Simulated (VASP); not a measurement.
Given:

```yaml
crystal:
  lattice:
    - [-0.02829, 2.82865, 2.82865]
    - [2.80037, 0.00000, 2.80037]
    - [2.82865, 2.82865, -0.02829]
  atoms:
    - { symbol: Zn, position: [0.00000, 0.00000, 0.00000] }
    - { symbol: Se, position: [0.25000, 0.25000, 0.25000] }
```

Computed with r2SCAN meta-GGA, VASP's PBE PAW potentials (set 64) (plane waves; VASP 6.6.1). Run with 480 eV cut-off, 8×8×8 Γ-centred mesh, Gaussian smearing of 0.050 eV, potentials Zn Se.

Problem. Give the stress tensor in GPa (positive for a compressed cell).

Solution. 
```
0.43  0.00  1.21
0.00  0.38  0.00
1.21  0.00  0.43
```
The pressure is its mean diagonal, 0.41 GPa.

The compound is ZnSe in the zinc blende structure. This cell was strained or had an atom moved on purpose.
